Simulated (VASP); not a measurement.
# CaI (P6/mmm) in VASP: equation of state, part 2 of 2

VASP 6.6.1.

**7. Equation of state, PBE, 53.63 Å³/atom (volume scaled by 1.06)**

INCAR reads:

```
PREC = Accurate ; ENCUT = 520
EDIFF = 1E-7 ; ISMEAR = -1
SIGMA = 0.05 ; LREAL = F
LASPH = T ; NELM = 80
ALGO = Normal ; ISIF = 2
LWAVE = F ; LCHARG = F
GGA = PE ; NBANDS = 16
```

KPOINTS reads:

```
regular mesh
0
Gamma
  7 7 5
```

POSCAR reads:

```
CaI
1.0
    4.5145702822      0.0000000000      0.0000000000
   -2.2572902392      3.9097359560      0.0000000000
    0.0000000000      0.0000000000      6.0765457533
Ca I
1 1
Direct
    0.0000000000      0.0000000000      0.0000000000
    0.0000000000      0.0000000000      0.5000000000
```

Potentials or basis: VASP PAW PBE potentials, release 64 (Ca_sv, I).

Command:

```
$ cat potpaw_PBE.64/Ca_sv/POTCAR potpaw_PBE.64/I/POTCAR > POTCAR
$ mpirun -np 1 vasp_std > vasp.out
```

OUTCAR:

```text
PREC = Accurate
   ENCUT = 520
   EDIFF = 1E-7
   ISMEAR = -1
   LREAL = F
   LASPH = T
   NELM = 80
   ISIF = 2
   GGA = PE

 Found     24 irreducible k-points:

 Following reciprocal coordinates:
            Coordinates               Weight
  0.000000  0.000000  0.000000      1.000000
  0.142857  0.000000  0.000000      6.000000
  0.285714 -0.000000  0.000000      6.000000
  0.428571  0.000000  0.000000      6.000000
  0.142857  0.142857  0.000000      6.000000
  0.285714  0.142857  0.000000     12.000000
   k-points           NKPTS =     24   k-points in BZ     NKDIM =     24   number of bands    NBANDS=     16
   number of dos      NEDOS =    301   number of ions     NIONS =      2
   total plane-waves  NPLWV =  62208
   dimension x,y,z NGX =    36 NGY =   36 NGZ =   48
   dimension x,y,z NGXF=    72 NGYF=   72 NGZF=   96
   ions per type =               1   1
   NGX,Y,Z   is equivalent  to a cutoff of  13.26, 13.26, 13.13 a.u.
   NGXF,Y,Z  is equivalent  to a cutoff of  26.51, 26.51, 26.26 a.u.
 SYSTEM =  unknown system
   PREC   = accura    normal or accurate (medium, high low for compatibility)
   ISTART =      0    job   : 0-new  1-cont  2-samecut
   ICHARG =      2    charge: 1-file 2-atom 10-const
   ISPIN  =      1    spin polarized calculation?
   LNONCOLLINEAR =      F non collinear calculations
   LSORBIT =      F    spin-orbit coupling
   LASPH  =      T    aspherical Exc in radial PAW
   ENCUT  =  520.0 eV  38.22 Ry    6.18 a.u.   8.39  8.39 11.30*2*pi/ulx,y,z
   NELM   =     80;   NELMIN=  2; NELMDL= -5     # of ELM steps
   EDIFF  = 0.1E-06   stopping-criterion for ELM
   LREAL  =      F    real-space projection
   EDIFFG = 0.1E-05   stopping-criterion for IOM
   NSW    =      0    number of steps for IOM
   IBRION =     -1    ionic relax: 0-MD 1-quasi-New 2-CG
   NFREE  =      0    steps in history (QN), initial steepest desc. (CG)
   ISIF   =      2    stress and relaxation
   ISYM   =      2    0-nonsym 1-usesym 2-fastsym
   POTIM  = 0.5000    time-step for ionic-motion
   TEBEG  =    0.0;   TEEND  =   0.0 temperature during run
   PSTRESS=    0.0 pullay stress
   NELECT =      17.0000    total number of electrons
   NUPDOWN=      -1.0000    fix difference up-down
   EMIN   =  10.00;   EMAX   =-10.00  energy-range for DOS
   EFERMI =   0.00;   METHOD = LEGACY
   ISMEAR =    -1;   SIGMA  =   0.05  broadening in eV -4-tet -1-fermi 0-gaus
   EFERMI_NEDOS =   21; number of points for ismear=-14 and -15
   IALGO  =     38    algorithm
   IMIX   =      4    mixing-type and parameters
     AMIX     =   0.40;   BMIX     =  1.00
     AMIX_MAG =   1.60;   BMIX_MAG =  1.00
  volume/ion in A,a.u.               =      53.63       361.90
  Fermi-wavevector in a.u.,A,eV,Ry     =   0.885967  1.674235 10.679726  0.784938
  Thomas-Fermi vector in A             =   2.007071
   LORBIT       =      0    0 simple, 1 ext, 2 COOP (PROOUT), +10 PAW based schemes
   GGA     = PE    functional components
   LHFCALC =     F    Hartree Fock is set to
   AEXX    =    0.0000 exact exchange contribution
   IVDW    =     0    specifies the selected vdW correction
   LEPSILON=     F    determine dielectric tensor
   LRPA    =     F    only Hartree local field effects (RPA)
 non-spin polarized calculation
  energy-cutoff  :      520.00
  volume of cell :      107.26
 maximum number of plane-waves:      2914
 NGX is ok and might be reduce to    36
   NGX = 17   NGY = 17   NGZ = 23

 number of electron      17.0000001 magnetization

 Free energy of the ion-electron system (eV)
  ---------------------------------------------------
  ext. energy  EPLUGINS =         0.00000000
  ---------------------------------------------------
  free energy    TOTEN  =        -4.86416125 eV

  energy without entropy =       -4.84737297  energy(sigma->0) =       -4.85576711

 E-fermi :   1.7675     XC(G=0):  -6.8928

 val. band max:        1.7317222422   @ k =   0.2857   0.1429   0.4000
 cond. band min:       1.8100113300   @ k =   0.2857   0.1429   0.2000
 fundamental gap:      0.0782890878
 Fermi energy:         1.7674591180

 k-point     1 :       0.0000    0.0000    0.0000
  band No.  band energies     occupation
      1     -40.9889      2.00000
      2     -22.0083      2.00000
      3     -22.0083      2.00000
      4     -21.8789      2.00000
      5     -11.2798      2.00000
      6      -1.9397      2.00000
[... 8 lines left out ...]
     15       6.3728      0.00000
     16       6.9487      0.00000
[... 77 lines left out ...]
 k-point     6 :       0.2857    0.1429    0.0000
  band No.  band energies     occupation
      1     -40.9880      2.00000
      2     -22.0236      2.00000
      3     -22.0141      2.00000
      4     -21.8769      2.00000
      5     -11.1218      2.00000
      6      -1.6309      2.00000
[... 8 lines left out ...]
     15       5.8337      0.00000
     16       7.1105      0.00000

 [... further k-points ...]

------------------------ aborting loop because EDIFF is reached ----------------------------------------

  FORCE on cell =-STRESS in cart. coord.  units (eV):
  Direction    XX          YY          ZZ          XY          YZ          ZX
  --------------------------------------------------------------------------------------
  -------------------------------------------------------------------------------------
  Total       -0.1980704     -0.1980707     -1.1853459      0.0000003      0.0000000      0.0000000
  in kB       -2.9587580     -2.9587631    -17.7065952      0.0000039      0.0000000      0.0000000
  external PRESSURE =      -7.8747054 kB  Pullay stress =       0.0000000 kB

 VOLUME and BASIS-vectors are now :
 -----------------------------------------------------------------------------
  energy-cutoff  :      520.00
  volume of cell :      107.26
      direct lattice vectors                 reciprocal lattice vectors
     4.514570282  0.000000000  0.000000000     0.221505024  0.127886163  0.000000000
    -2.257290239  3.909735956  0.000000000     0.000000000  0.255771748  0.000000000
     0.000000000  0.000000000  6.076545753     0.000000000  0.000000000  0.164567180

 POSITION                                       TOTAL-FORCE (eV/Angst)
 -----------------------------------------------------------------------------------
      0.00000      0.00000      0.00000         0.000000      0.000000      0.000000
      0.00000      0.00000      3.03827         0.000000      0.000000      0.000000
 -----------------------------------------------------------------------------------
    total drift:                                0.000000     -0.000000     -0.000000

  FREE ENERGIE OF THE ION-ELECTRON SYSTEM (eV)
  ---------------------------------------------------
  free  energy   TOTEN  =        -4.8641612517 eV

  energy  without entropy=       -4.8473729665  energy(sigma->0) =       -4.85576711
```

OSZICAR:

```text
N       E                     dE             d eps       ncg     rms          rms(c)
DAV:   1     0.107640896946E+03    0.10764E+03   -0.67696E+03   768   0.857E+02
DAV:   2     0.872606071565E+00   -0.10677E+03   -0.10219E+03   960   0.204E+02
DAV:   3    -0.466756630139E+01   -0.55402E+01   -0.54864E+01  1152   0.440E+01
DAV:   4    -0.502989169703E+01   -0.36233E+00   -0.36226E+00  1064   0.968E+00
DAV:   5    -0.503393940534E+01   -0.40477E-02   -0.40475E-02  1144   0.106E+00    0.351E+00
DAV:   6    -0.490929266940E+01    0.12465E+00   -0.13058E-01   928   0.178E+00    0.216E+00
DAV:   7    -0.486552522106E+01    0.43767E-01   -0.16131E-01   992   0.216E+00    0.589E-01
DAV:   8    -0.486438850047E+01    0.11367E-02   -0.20660E-02  1048   0.676E-01    0.108E-01
DAV:   9    -0.486419240287E+01    0.19610E-03   -0.38933E-04  1056   0.102E-01    0.804E-02
DAV:  10    -0.486416036256E+01    0.32040E-04   -0.31215E-04  1008   0.919E-02    0.160E-02
DAV:  11    -0.486415821566E+01    0.21469E-05   -0.84250E-05  1216   0.468E-02    0.123E-02
DAV:  12    -0.486416103922E+01   -0.28236E-05   -0.49212E-06   904   0.119E-02    0.253E-03
DAV:  13    -0.486416130828E+01   -0.26906E-06   -0.94712E-07   984   0.564E-03    0.243E-03
DAV:  14    -0.486416125169E+01    0.56588E-07   -0.68237E-08   736   0.211E-03
   1 F= -.48641613E+01 E0= -.48557671E+01  d E =-.167883E-01
```

Run time: 41 s. Hardware: 1 thread of Intel Xeon Platinum 8488C (Sapphire Rapids), shared host; peak memory 0.24 GiB.

Results:

- Free energy: -4.8642 eV
- Pressure: -0.8 GPa
- Band gap on the k mesh: none (metal or under the smearing width)

Caveat: an odd number of electrons without spin polarisation forces a metal; a magnetic or distorted state may lie lower.

**8. Equation of state, PBE**

Potentials or basis: VASP PAW PBE potentials, release 64 (Ca_sv, I).

No new run: the results of the series are fitted here.

What came out:

* Equilibrium volume: 50.63 Å³/atom
* Bulk modulus at fixed shape and positions: 15.3 GPa
* Pressure derivative of the bulk modulus: 4.5

Energy against volume, from the lowest point:
```
volume (Å³/atom)  energy (meV/atom)
          47.557              10.01
          48.569               4.34
          49.580               1.08
          50.592               0.00
          51.604               0.86
          52.616               3.46
          53.628               7.61
```

Caveat: the cell was scaled at fixed shape and fractional positions, which overstates the stiffness of a crystal with free parameters, most of all of layers and chains.
